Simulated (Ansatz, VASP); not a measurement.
# B3Pd in VASP and in Ansatz

INCAR

```
SYSTEM = B3Pd
PREC = Accurate
ENCUT = 600
EDIFF = 1E-7
ISMEAR = 0
SIGMA = 0.1
LREAL = .False.
LASPH = .True.
NELM = 80
ALGO = Normal
ISIF = 3
LWAVE = .False.
LCHARG = .False.
GGA = PE
IBRION = 2
NSW = 100
EDIFFG = -0.01
```

KPOINTS

```
Automatic mesh
0
Gamma
  16 16 16
  0 0 0
```

Contents of POSCAR:

```
B3Pd
1.0
    0.0000000000      2.6225176590      2.6225176590
    2.6225176590      0.0000000000      2.6225176590
    2.6225176590      2.6225176590      0.0000000000
B Pd
3 1
Direct
    0.0000000000      0.0000000000      0.0000000000
    0.2500000000      0.2500000000      0.2500000000
    0.7500000000      0.7500000000      0.7500000000
    0.5000000000      0.5000000000      0.5000000000
```

Input for Ansatz:

```yaml
crystal:
  lattice:
    - [0.0, 2.622517659, 2.622517659]
    - [2.622517659, 0.0, 2.622517659]
    - [2.622517659, 2.622517659, 0.0]
  atoms:
    - { symbol: B, position: [0.0, 0.0, 0.0] }
    - { symbol: B, position: [0.25, 0.25, 0.25] }
    - { symbol: B, position: [0.75, 0.75, 0.75] }
    - { symbol: Pd, position: [0.5, 0.5, 0.5] }
basis:
  ecutwfc: 420
kpoints:
  mp_grid: { grid: [16, 16, 16] }
hamiltonian:
  xc: pbe
scf:
  occupations: { method: gaussian, width: 0.1 }
output:
  forces: true
  stress: true
  eigenvalues: true
relax:
  adjacent_minimum: "off"
  f_tol: 0.01
  max_steps: 80
  cell: { stress_tol: 0.05 }
```

Alike in both runs: task relaxation of cell and atoms; functional PBE; k mesh 16 × 16 × 16; occupations gaussian, width 0.1 eV; no spin polarisation.

```csv
,VASP,Ansatz
version,VASP 6.6.1,Ansatz 0.2.0
potentials or method,"VASP PAW PBE potentials, release 64 (B, Pd)","scalar-relativistic, plane waves, PAW"
plane-wave cutoff (eV),600,420
valence electrons in the cell,19,27
```

|  | VASP | Ansatz | Ansatz less VASP |
| --- | --- | --- | --- |
| gap on the k mesh at the Fermi level, each at its own relaxed structure (eV) | none | none | - |
| relaxed volume (Å³/atom) | 8.97 | 8.97 | +0.003 |
| relaxed cell length with the largest relative difference (Å) | 3.702 | 3.702 | +0.0004 |

A gap of «none» marks a metal or a gap that the smearing closes. The two sets of potentials don't hold the same shells in valence.
